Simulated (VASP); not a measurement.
Data:

```xyz
2
Lattice="3.8648 0.0000 0.0000 0.0000 3.8648 0.0000 0.0000 0.0000 3.8648" Properties=species:S:1:pos:R:3 pbc="T T T"
Cs     0.0000     0.0000     0.0000
I      1.9324     1.9324     1.9324
```

Calculation: PBEsol GGA, VASP's PBE PAW potentials (set 64) (plane waves; VASP). Run with 500 eV cut-off, 7×7×7 Γ-centred mesh, Gaussian smearing of 0.050 eV, potentials Cs_sv I.

Energy and stress use the plane-wave basis of the starting cell.

**Question.** The ions, cell shape and volume at an external pressure of 30.0 GPa are relaxed. What does this cell relax into?

**Answer.** 
```xyz
2
Lattice="3.7494 0.0000 0.0000 0.0000 3.7494 0.0000 0.0000 0.0000 3.7494" Properties=species:S:1:pos:R:3 pbc="T T T"
Cs     0.0000     0.0000     0.0000
I      1.8747     1.8747     1.8747
```
Space group Pm-3m (221), at a tolerance of 0.03 Å.

**Question.** How do energy and volume change from the first to the last step?

**Answer.** The energy (σ→0) changes by +384.7 meV/atom and the volume by -8.7 %, in 4 ionic steps.

```tsv
step	E(σ→0) (eV)	max force (eV/Å)	pressure (GPa)	volume (Å³)
1	-4.4440	0.000	19.92	57.73
2	-1.2388	0.000	62.38	43.84
3	-3.7201	0.000	29.30	52.95
4	-3.6747	0.000	29.90	52.71
```

The compound is CsI in the CsCl type structure. This run relaxes it under an external pressure of 30 GPa. Symmetry was kept, so distortions that lower it aren't found.
